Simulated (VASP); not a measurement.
Consider the following.

```
NiO
1.0
    4.18000     2.09000     2.09000
    2.09000     4.18000     2.09000
    2.09000     2.09000     4.18000
Ni O
2 2
Direct
  0.00000   0.00000   0.00000
  0.50000   0.50000   0.50000
  0.25000   0.25000   0.25000
  0.75000   0.75000   0.75000
```
Starting moments (μB, in the order of the record's atoms Ni Ni O O): 2.0 -2.0 0.0 0.0.

All values below come from PBE GGA, VASP's PBE PAW potentials (set 64) (plane waves; VASP). Settings: 520 eV cut-off, 8×8×8 Γ-centred mesh, Gaussian smearing of 0.050 eV, potentials Ni O.

Task: Give the stress tensor in GPa (positive for a compressed cell).

Result: 
```
 1.61  -0.25  -0.25
-0.25   1.61  -0.25
-0.25  -0.25   1.61
```
The pressure is its mean diagonal, 1.61 GPa.

The compound is NiO in the rock salt, AFM-II order structure. The cell was not relaxed at this level.
